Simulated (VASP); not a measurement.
The system is SnSe.

```
Sn Se
1.0
    11.42000    0.00000    0.00000
     0.00000    4.19000    0.00000
     0.00000    0.00000    4.46000
Sn Se
4 4
Direct
  0.12300 0.25000 0.09100
  0.37700 0.75000 0.59100
  0.62300 0.25000 0.40900
  0.87700 0.75000 0.90900
  0.35700 0.25000 0.01600
  0.14300 0.75000 0.51600
  0.85700 0.25000 0.48400
  0.64300 0.75000 0.98400
```

| Quantity | Value |
| --- | --- |
| Program | VASP 6.6.1 |
| Task | relaxation of cell and atoms |
| Functional | PBE |
| Potentials or basis | VASP PAW PBE potentials, release 64 (Sn, Se) |
| Cutoff | 300 eV |
| k mesh | 2 × 4 × 4 |
| Occupations | gaussian, width 0.03 eV |
| Spin | no spin polarisation |

At the start: pressure 2.3 GPa; volume 26.68 Å³/atom.

Problem. How do energy, volume and symmetry change on relaxing?

Solution. Over 13 steps the energy falls by 13.7 meV/atom and the volume is 28.15 Å³/atom (+5.5 %); space group Pnma (No. 62, to 0.05 Å).

The path:
```tsv
step	energy change (eV)	largest force (eV/Å)	pressure (GPa)	volume (Å³)
1	0.0000	0.2981	2.30	213.41
2	-0.0775	0.2254	-0.95	225.40
3	-0.0928	0.1067	-0.08	221.70
4	-0.0989	0.0852	0.05	221.58
5	-0.1018	0.0864	0.23	221.42
6	-0.1059	0.0624	0.06	222.80
7	-0.1075	0.0370	-0.11	224.31
8	-0.1086	0.0198	0.07	224.05
9	-0.1086	0.0211	0.09	224.02
10	-0.1095	0.0201	0.05	224.57
11	-0.1097	0.0199	0.01	225.06
12	-0.1097	0.0200	0.02	224.94
13	-0.1098	0.0083	-0.03	225.22
```

Final structure:
```
CELL_PARAMETERS angstrom
11.91548 0.00000 0.00000
0.00000 4.24342 0.00000
0.00000 0.00000 4.45427
ATOMIC_POSITIONS crystal
Sn 0.12427 0.25000 0.09469
Sn 0.37573 0.75000 0.59469
Sn 0.62427 0.25000 0.40531
Sn 0.87573 0.75000 0.90531
Se 0.35475 0.25000 0.01563
Se 0.14525 0.75000 0.51563
Se 0.85475 0.25000 0.48437
Se 0.64525 0.75000 0.98437
```

Caveat: this functional lacks dispersion, which binds the layers, so the pressure and a relaxed spacing across them are unreliable.
